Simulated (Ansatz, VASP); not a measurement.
# Cross-check of KTaO3 between VASP and Ansatz, part 3 of 3

One calculation is typed for both programs; each brings its own data sets. How far apart do they land? The cell is taken from a series of runs on this material, whose earlier steps may have relaxed, scaled, displaced or heated it; both programs get it as it stands.

VASP 6.6.1 and Ansatz 0.2.0.

So far: Set-up; Ansatz: zone-centre phonons, PBE; VASP: zone-centre phonons, PBE.

## 3. VASP: zone-centre phonons, PBE (continued)

Level of this step: PBE; plane waves and PAW (O, K_sv, Ta_pv) (VASP).

Numbers of over 12 decimals in the logs are rounded to 6 here.

From OUTCAR (step 3):

```text
ion  position               nearest neighbor table
   1  0.500  0.000  0.000-   5 1.97   5 1.97   4 2.79   4 2.79   4 2.79   4 2.79
   2  0.000  0.500  0.000-   5 1.97   5 1.97   4 2.79   4 2.79   4 2.79   4 2.79
   3  0.000  0.000  0.500-   5 1.97   5 1.97   4 2.79   4 2.79   4 2.79   4 2.79
   4  0.500  0.500  0.500-   1 2.79   2 2.79   3 2.79   1 2.79   2 2.79   1 2.79   3 2.79   1 2.79
                             2 2.79   3 2.79   2 2.79   3 2.79   5 3.41   5 3.41   5 3.41   5 3.41
   5  0.000  0.000  0.000-   1 1.97   2 1.97   3 1.97   3 1.97   2 1.97   1 1.97   4 3.41   4 3.41
                             4 3.41   4 3.41   4 3.41   4 3.41   4 3.41   4 3.41

  LATTYP: Found a simple cubic cell.
 ALAT       =     3.9410706354

 Subroutine GETGRP returns: Found 48 space group operations
 (whereof 48 operations were pure point group operations)

The static configuration has the point symmetry O_h .

 Found     35 irreducible k-points:

   k-points           NKPTS =     35   k-points in BZ     NKDIM =     35   number of bands    NBANDS=     25

   dimension x,y,z NGX =    32 NGY =   32 NGZ =   32
   dimension x,y,z NGXF=    64 NGYF=   64 NGZF=   64

   ENCUT  =  600.0 eV  44.10 Ry    6.64 a.u.   7.87  7.87  7.87*2*pi/ulx,y,z

   NELECT =      38.0000    total number of electrons

 k-points in reciprocal lattice and weights: Automatic mesh
   0.00000000  0.00000000  0.00000000       0.002
   0.12500000  0.00000000  0.00000000       0.012
   0.25000000  0.00000000  0.00000000       0.012
   0.37500000  0.00000000  0.00000000       0.012
   0.50000000  0.00000000  0.00000000       0.006
   0.12500000  0.12500000  0.00000000       0.023
   0.25000000  0.12500000  0.00000000       0.047
   0.37500000  0.12500000  0.00000000       0.047
   0.50000000  0.12500000  0.00000000       0.023
[...]
0.50000000  0.50000000  0.37500000       0.012
   0.50000000  0.50000000  0.50000000       0.002

 average (electrostatic) potential at core
       1 -71.6012       2 -71.6012       3 -71.6012       4 -32.3800       5 -40.2509

  Total        5.4337608      5.4337608      5.4337608      0.0000000     -0.0000000      0.0000000
[...]
2     0.00000     1.15681     0.00000
    3     0.00000     0.00000     1.15681
 ion    5
    1     8.71534    -0.00000     0.00000
    2     0.00000     8.71534    -0.00000
    3     0.00000     0.00000     8.71534

 Eigenvectors and eigenvalues of the dynamical matrix
 ----------------------------------------------------

   1 f  =   17.948719 THz   112.775129 2PiTHz  598.704831 cm-1    74.229905 meV
             X         Y         Z           dx          dy          dz
      1.970535  0.000000  0.000000    -0.891771   -0.002427   -0.000000
      0.000000  1.970535  0.000000     0.315256    0.006865   -0.000000
      0.000000  0.000000  1.970535     0.315256   -0.002427    0.000000
      1.970535  1.970535  1.970535     0.001988   -0.000015   -0.000000
      0.000000  0.000000  0.000000     0.076866   -0.000592   -0.000000

   2 f  =   17.948719 THz   112.775129 2PiTHz  598.704831 cm-1    74.229905 meV
             X         Y         Z           dx          dy          dz
      1.970535  0.000000  0.000000    -0.000213    0.009785    0.315113
      0.000000  1.970535  0.000000     0.000075   -0.027680    0.315113
      0.000000  0.000000  1.970535     0.000075    0.009785   -0.891368
      1.970535  1.970535  1.970535     0.000000    0.000062    0.001988
      0.000000  0.000000  0.000000     0.000018    0.002386    0.076832

   3 f  =   17.948719 THz   112.775129 2PiTHz  598.704831 cm-1    74.229905 meV
             X         Y         Z           dx          dy          dz
      1.970535  0.000000  0.000000    -0.006862    0.315104   -0.009786
      0.000000  1.970535  0.000000     0.002426   -0.891342   -0.009786
      0.000000  0.000000  1.970535     0.002426    0.315104    0.027681
      1.970535  1.970535  1.970535     0.000015    0.001987   -0.000062
      0.000000  0.000000  0.000000     0.000591    0.076829   -0.002386

   4 f  =    7.382808 THz    46.387549 2PiTHz  246.263957 cm-1    30.532826 meV
             X         Y         Z           dx          dy          dz
      1.970535  0.000000  0.000000     0.000000    0.152437   -0.000000
      0.000000  1.970535  0.000000    -0.690480   -0.000000    0.000000
      0.000000  0.000000  1.970535     0.690480   -0.152437   -0.000000
      1.970535  1.970535  1.970535     0.000000   -0.000000   -0.000000
      0.000000  0.000000  0.000000    -0.000000    0.000000    0.000000

   5 f  =    7.382808 THz    46.387549 2PiTHz  246.263957 cm-1    30.532826 meV
             X         Y         Z           dx          dy          dz
      1.970535  0.000000  0.000000    -0.000000   -0.125975   -0.695239
      0.000000  1.970535  0.000000    -0.027811   -0.000000    0.695239
      0.000000  0.000000  1.970535     0.027811    0.125975    0.000000
      1.970535  1.970535  1.970535     0.000000    0.000000   -0.000000
      0.000000  0.000000  0.000000    -0.000000   -0.000000    0.000000

   6 f  =    7.382808 THz    46.387549 2PiTHz  246.263957 cm-1    30.532826 meV
             X         Y         Z           dx          dy          dz
      1.970535  0.000000  0.000000     0.000000   -0.678891    0.129008
      0.000000  1.970535  0.000000    -0.149879   -0.000000   -0.129008
      0.000000  0.000000  1.970535     0.149879    0.678891    0.000000
      1.970535  1.970535  1.970535    -0.000000    0.000000    0.000000
      0.000000  0.000000  0.000000     0.000000   -0.000000   -0.000000

   7 f  =    6.253565 THz    39.292310 2PiTHz  208.596489 cm-1    25.862657 meV
             X         Y         Z           dx          dy          dz
      1.970535  0.000000  0.000000    -0.190023    0.182037    0.003532
      0.000000  1.970535  0.000000    -0.257144    0.134521    0.003532
      0.000000  0.000000  1.970535    -0.257144    0.182037    0.002610
      1.970535  1.970535  1.970535     0.696332   -0.492947   -0.009564
      0.000000  0.000000  0.000000    -0.113313    0.080216    0.001556

   8 f  =    6.253565 THz    39.292310 2PiTHz  208.596489 cm-1    25.862657 meV
             X         Y         Z           dx          dy          dz
      1.970535  0.000000  0.000000     0.007764    0.008734    0.314780
      0.000000  1.970535  0.000000     0.010506    0.006454    0.314780
      0.000000  0.000000  1.970535     0.010506    0.008734    0.232615
      1.970535  1.970535  1.970535    -0.028451   -0.023650   -0.852407
      0.000000  0.000000  0.000000     0.004630    0.003849    0.138710

   9 f  =    6.253565 THz    39.292310 2PiTHz  208.596489 cm-1    25.862657 meV
             X         Y         Z           dx          dy          dz
      1.970535  0.000000  0.000000    -0.134322   -0.257020    0.013198
      0.000000  1.970535  0.000000    -0.181768   -0.189932    0.013198
      0.000000  0.000000  1.970535    -0.181768   -0.257020    0.009753
      1.970535  1.970535  1.970535     0.492218    0.695996   -0.035739
      0.000000  0.000000  0.000000    -0.080098   -0.113258    0.005816

  10 f  =    3.928642 THz    24.684383 2PiTHz  131.045379 cm-1    16.247549 meV
             X         Y         Z           dx          dy          dz
      1.970535  0.000000  0.000000     0.068605    0.477907   -0.011736
      0.000000  1.970535  0.000000     0.112042    0.292628   -0.011736
      0.000000  0.000000  1.970535     0.112042    0.477907   -0.007186
      1.970535  1.970535  1.970535     0.081095    0.345905   -0.008495
      0.000000  0.000000  0.000000    -0.125222   -0.534123    0.013117

  11 f  =    3.928642 THz    24.684383 2PiTHz  131.045379 cm-1    16.247549 meV
             X         Y         Z           dx          dy          dz
      1.970535  0.000000  0.000000     0.001492    0.011483    0.490865
      0.000000  1.970535  0.000000     0.002436    0.007031    0.490865
      0.000000  0.000000  1.970535     0.002436    0.011483    0.300562
      1.970535  1.970535  1.970535     0.001763    0.008312    0.355284
      0.000000  0.000000  0.000000    -0.002723   -0.012834   -0.548605

  12 f  =    3.928642 THz    24.684383 2PiTHz  131.045379 cm-1    16.247549 meV
             X         Y         Z           dx          dy          dz
      1.970535  0.000000  0.000000     0.292712   -0.112068    0.000249
      0.000000  1.970535  0.000000     0.478044   -0.068621    0.000249
      0.000000  0.000000  1.970535     0.478044   -0.112068    0.000152
      1.970535  1.970535  1.970535     0.346005   -0.081114    0.000180
      0.000000  0.000000  0.000000    -0.534277    0.125251   -0.000278

  13 f/i=    0.009229 THz     0.057987 2PiTHz    0.307841 cm-1     0.038167 meV
             X         Y         Z           dx          dy          dz
      1.970535  0.000000  0.000000     0.025594   -0.243319    0.019702
      0.000000  1.970535  0.000000     0.025627   -0.243009    0.019702
      0.000000  0.000000  1.970535     0.025627   -0.243319    0.019676
      1.970535  1.970535  1.970535     0.039856   -0.378423    0.030641
      0.000000  0.000000  0.000000     0.085693   -0.813628    0.065880

  14 f/i=    0.009229 THz     0.057987 2PiTHz    0.307841 cm-1     0.038167 meV
             X         Y         Z           dx          dy          dz
      1.970535  0.000000  0.000000    -0.000122    0.019797    0.244657
      0.000000  1.970535  0.000000    -0.000122    0.019772    0.244657
      0.000000  0.000000  1.970535    -0.000122    0.019797    0.244346
      1.970535  1.970535  1.970535    -0.000190    0.030789    0.380504
      0.000000  0.000000  0.000000    -0.000408    0.066199    0.818103

  15 f/i=    0.009229 THz     0.057987 2PiTHz    0.307841 cm-1     0.038167 meV
             X         Y         Z           dx          dy          dz
      1.970535  0.000000  0.000000     0.243804    0.025553   -0.001946
      0.000000  1.970535  0.000000     0.244116    0.025521   -0.001946
      0.000000  0.000000  1.970535     0.244116    0.025553   -0.001944
      1.970535  1.970535  1.970535     0.379661    0.039742   -0.003027
      0.000000  0.000000  0.000000     0.816291    0.085447   -0.006507

 MACROSCOPIC STATIC DIELECTRIC TENSOR IONIC CONTRIBUTION
 ------------------------------------------------------
          78.902768    -0.000000    -0.000000
          -0.000000    78.902768    -0.000000
          -0.000000    -0.000000    78.902768
 ------------------------------------------------------

 ELASTIC MODULI CONTR FROM IONIC RELAXATION (kBar)
 Direction    XX          YY          ZZ          XY          YZ          ZX
 --------------------------------------------------------------------------------
 XX           0.0000      0.0000      0.0000      0.0000      0.0000      0.0000
 YY           0.0000      0.0000      0.0000      0.0000      0.0000      0.0000
 ZZ           0.0000      0.0000      0.0000      0.0000      0.0000      0.0000
 XY           0.0000      0.0000      0.0000      0.0000      0.0000      0.0000
 YZ           0.0000      0.0000      0.0000      0.0000      0.0000      0.0000
 ZX           0.0000      0.0000      0.0000      0.0000      0.0000      0.0000
 --------------------------------------------------------------------------------

 PIEZOELECTRIC TENSOR IONIC CONTR  for field in x, y, z        (C/m^2)
          XX          YY          ZZ          XY          YZ          ZX
  --------------------------------------------------------------------------------
  x     0.00000     0.00000     0.00000     0.00000     0.00000     0.00000
  y     0.00000     0.00000     0.00000     0.00000     0.00000     0.00000
  z     0.00000     0.00000     0.00000     0.00000     0.00000     0.00000
```

## 4. Differences

Known differences besides the potentials themselves: fixed occupations in Ansatz, narrow Gaussian smearing in VASP; VASP's response is taken on the typed mesh, Ansatz refines its own for the field response alone; the data sets hold 40 valence electrons in Ansatz (on its PAW soft_1 files) and 38 in VASP; the cutoff is 420 eV in Ansatz and 600 eV in VASP. Total energies have different zeros and are not compared.

Both answers:

```
                                     quantity  Ansatz   VASP  difference
                                        ε∞ xx    5.26   5.34     -1.51 %
                                        ε∞ yy    5.26   5.34     -1.51 %
                                        ε∞ zz    5.26   5.34     -1.51 %
 Born charge of O1 (mean of the diagonal) (e)   -3.27  -3.29       +0.02
 Born charge of K4 (mean of the diagonal) (e)    1.16   1.16        0.00
Born charge of Ta5 (mean of the diagonal) (e)    8.65   8.72       -0.07
                   optical mode 1 to 3 (cm⁻¹)   123.2  131.0     -6.02 %
                   optical mode 4 to 6 (cm⁻¹)   204.4  208.6     -2.01 %
                   optical mode 7 to 9 (cm⁻¹)   247.4  246.3     +0.45 %
                 optical mode 10 to 12 (cm⁻¹)   588.8  598.7     -1.65 %
```

Modes are paired by rising frequency, not by their patterns, so a pair may set unlike modes beside each other; they are those without the splitting of longitudinal modes.

## 5. What came out

| Property | Result |
| --- | --- |
| r.m.s. difference of the optical zone-centre modes, each program's sorted by frequency (zone-centre phonons, PBE) | 6.7 cm⁻¹ |
| difference in optical mode 1 to 3 (zone-centre phonons, PBE) | -6.0 % |

**Reading.** The r.m.s. difference of the optical zone-centre modes, each program's sorted by frequency is 6.7 cm⁻¹ (zone-centre phonons, PBE). The data sets hold unlike numbers of valence electrons (40 in Ansatz and 38 in VASP), so part of the differences comes from the potentials. Among the rows given in per cent, the largest difference of the zone-centre phonons, PBE pair is in optical mode 1 to 3, -6.0 %. Such differences can come from data sets, numerical settings and the points named under the comparisons, not from the functional's error against experiment.

[Lines on the potential files, build, host, timing and source positions are cut from VASP's logs without a mark.]

[Logs are printed without paths, hosts, clocks, repeated set-up lines and the standing remarks that a program may print on its own settings, such as how far it seeks lower states.]

[Hosts, paths, dates, database ids (printed as entryN), source tags and the programs' standing remarks are cut or masked in the printed files.]
